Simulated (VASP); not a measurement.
Calculation: PBE GGA with D3 dispersion (zero damping), VASP's PBE PAW potentials (set 64) (plane waves; VASP).

VASP ran on this input.

### KPOINTS
```
Automatic mesh
0
Gamma
8 8 8
0 0 0
```

File POSCAR:
```
CdS
1
    0.0000000000     2.9033892158     2.9033892158
    2.9033892158     0.0000000000     2.9033892158
    2.9033892158     2.9033892158     0.0000000000
Cd S
1 1
Direct
  0.0000000000   0.0000000000   0.0000000000
  0.2500000000   0.2500000000   0.2500000000
```

### INCAR
```
ALGO=Normal
EDIFF=1E-7
ENCUT=520
GGA=PE
ISIF=2
ISMEAR=0
IVDW=11
LASPH=.True.
LCHARG=.False.
LMAXMIX=4
LREAL=.False.
LWAVE=.False.
NELM=100
PREC=Accurate
SIGMA=0.05
SYSTEM=CdS
```

POTCAR, in this order: Cd S (PBE.64 set). Program: vasp_std.

### Question
Estimate the energy per atom (σ→0), dispersion energy, pressure, band gap (on the k-mesh).

### Answer

```json
{
 "energy per atom (σ→0)": "-3.317 eV/atom",
 "dispersion_energy": "-0.528 eV",
 "band gap (on the k-mesh)": "1.18 eV",
 "pressure": "1.97 GPa"
}
```

OSZICAR:
```
...
DAV:   8    -0.610592309931E+01   -0.25678E-03   -0.22552E-02   794   0.232E+00    0.328E-01
DAV:   9    -0.610569557496E+01    0.22752E-03   -0.31452E-03   864   0.968E-01    0.854E-02
DAV:  10    -0.610582982776E+01   -0.13425E-03   -0.30631E-04   794   0.198E-01    0.748E-02
DAV:  11    -0.610590130484E+01   -0.71477E-04   -0.10621E-04   792   0.121E-01    0.261E-02
DAV:  12    -0.610589702861E+01    0.42762E-05   -0.52734E-05   859   0.103E-01    0.865E-03
DAV:  13    -0.610589808343E+01   -0.10548E-05   -0.45877E-06   774   0.198E-02    0.368E-03
DAV:  14    -0.610589810005E+01   -0.16613E-07   -0.14630E-07   816   0.343E-03
   1 F= -.66334951E+01 E0= -.66334951E+01  d E =-.583564E-13
```

The compound is CdS in the zinc blende structure, a metastable form; wurtzite is the usual one. This cell is one point of a volume scan, at 0.97 of the reference volume.
